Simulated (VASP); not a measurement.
Given:

```yaml
crystal:
  lattice:
    - [3.02530, 0.00000, 0.00000]
    - [-1.51265, 2.61998, 0.00000]
    - [0.00000, 0.00000, 9.46513]
  atoms:
    - { symbol: Ag, position: [0.00000, 0.00000, 0.50000] }
    - { symbol: Ag, position: [0.66667, 0.33333, 0.26321] }
    - { symbol: Ag, position: [0.66667, 0.33333, 0.73679] }
    - { symbol: Sn, position: [0.00000, 0.00000, 0.00000] }
```

The numbers are results of PBEsol GGA, VASP's PBE PAW potentials (set 64) (plane waves; VASP 6.6.1), not measurements. Numerical set-up: 400 eV cut-off, 13×13×4 Γ-centred mesh, tetrahedra with Blöchl corrections, potentials Ag Sn_d.

Unless said otherwise, spin-orbit coupling is left out, though it shifts the bands of the heavy elements here.

Tabulate the total density of states (states/eV per cell) against energy (eV; zero at the valence-band maximum or, without a gap, the Fermi level).

```csv
E (eV),DOS (states/eV)
-9.98,0.34
-9.38,0.33
-8.90,0.34
-8.30,0.35
-7.70,0.39
-7.22,0.59
-6.62,0.73
-6.02,3.68
-5.54,7.93
-4.94,10.3
-4.34,15.4
-3.86,7.13
-3.26,9.70
-2.66,1.62
-2.18,1.30
-1.58,1.15
-0.98,1.09
-0.50,1.49
0.10,1.10
0.70,1.20
1.18,0.90
1.78,1.72
2.38,1.44
2.86,1.44
3.46,1.41
```
Within 2 eV below the Fermi level the largest weight inside VASP's projection spheres is Ag d, then Sn p.

The structure comes from a computed database's Ag3Sn entry (P-6m2); how it stands against other phases isn't given here. It was relaxed first, which changed the volume by -8 %. The electron count is odd and the run is not spin-polarised, which forces a metal.
